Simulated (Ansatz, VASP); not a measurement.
# HfIn4SiO6 in VASP and in Ansatz

INCAR

```
SYSTEM = HfIn4SiO6
ALGO = Normal
EDIFF = 1E-7
ENCUT = 520
GGA = PE
ISIF = 2
ISMEAR = -1
KPAR = 4
LASPH = .TRUE.
LCHARG = .FALSE.
LREAL = .FALSE.
LWAVE = .FALSE.
NBANDS = 63
NELM = 60
PREC = Accurate
SIGMA = 0.05
```

File KPOINTS:

```
k-points
0
G
  6 6 4
  0 0 0
```

Contents of POSCAR:

```
HfIn4SiO6
1.0
    2.6978010615     -4.6717531428      0.0044499320
    2.6978010615      4.6717531428      0.0044499320
   -1.8505856635      0.0000000000      7.3544562208
Hf In Si O
1 4 1 6
Direct
    0.2048000000      0.7952000000      0.0000000000
    0.3713900000      0.6286100000      0.5000000000
    0.5381200000      0.4618800000      0.0000000000
    0.0350000000      0.9650000000      0.5000000000
    0.7090700000      0.2909300000      0.5000000000
    0.8714600000      0.1285400000      0.0000000000
    0.1074100000      0.0691800000      0.8666700000
    0.9308200000      0.8925900000      0.1333300000
    0.8397500000      0.3782000000      0.8666900000
    0.6218000000      0.1602500000      0.1333100000
    0.1981300000      0.4689100000      0.1333800000
    0.5310900000      0.8018700000      0.8666200000
```

Contents of input.yaml:

```yaml
crystal:
  lattice:
    - [2.6978010615, -4.6717531428, 0.004449932]
    - [2.6978010615, 4.6717531428, 0.004449932]
    - [-1.8505856635, 0.0, 7.3544562208]
  atoms:
    - { symbol: Hf, position: [0.2048, 0.7952, 0.0] }
    - { symbol: In, position: [0.37139, 0.62861, 0.5] }
    - { symbol: In, position: [0.53812, 0.46188, 0.0] }
    - { symbol: In, position: [0.035, 0.965, 0.5] }
    - { symbol: In, position: [0.70907, 0.29093, 0.5] }
    - { symbol: Si, position: [0.87146, 0.12854, 0.0] }
    - { symbol: O, position: [0.10741, 0.06918, 0.86667] }
    - { symbol: O, position: [0.93082, 0.89259, 0.13333] }
    - { symbol: O, position: [0.83975, 0.3782, 0.86669] }
    - { symbol: O, position: [0.6218, 0.16025, 0.13331] }
    - { symbol: O, position: [0.19813, 0.46891, 0.13338] }
    - { symbol: O, position: [0.53109, 0.80187, 0.86662] }
hamiltonian:
  xc: pbe
  pseudopotentials: { kind: paw }
kpoints:
  mp_grid: { grid: [6, 6, 4] }
scf:
  occupations: { method: fermi_dirac, width: 0.05 }
output:
  forces: true
  stress: true
  eigenvalues: true
  write_density: true
  write_potential: true
  elf: true
  volumetric_format: npy
```

Change from the starting cell: volume scaled by 0.98.

Alike in both runs: task single point; functional PBE; k mesh 6 × 6 × 4; occupations fermi-dirac, width 0.05 eV; no spin polarisation.

|  | VASP | Ansatz |
| --- | --- | --- |
| version | VASP 6.6.1 | Ansatz 0.2.0 |
| potentials or method | VASP PAW PBE potentials, release 64 (Hf_pv, In_d, Si, O) | Ansatz PAW |
| plane-wave cutoff (eV) | 520 | 420 |
| valence electrons in the cell | 102 | 118 |

|  | VASP | Ansatz | Ansatz less VASP |
| --- | --- | --- | --- |
| gap on the k mesh at the Fermi level (eV) | none | none | - |
| pressure (GPa) | 2.1 | 2.5 | +0.43 |
| largest component of the traceless stress (GPa) | 0.74 | 0.82 | +0.083 |
| rms of the force components (eV/Å) | 0.080 | 0.091 | +0.0113 |

Atom by atom the forces differ by 0.056 eV/Å (rms over components). A gap of «none» marks a metal or a gap that the smearing closes. The two sets of potentials don't hold the same shells in valence.

Caveats: the pressure holds a Pulay correction of +0.5 GPa for the finite cutoff (Ansatz). The runs have no spin-orbit coupling, so splittings on Hf are missing.
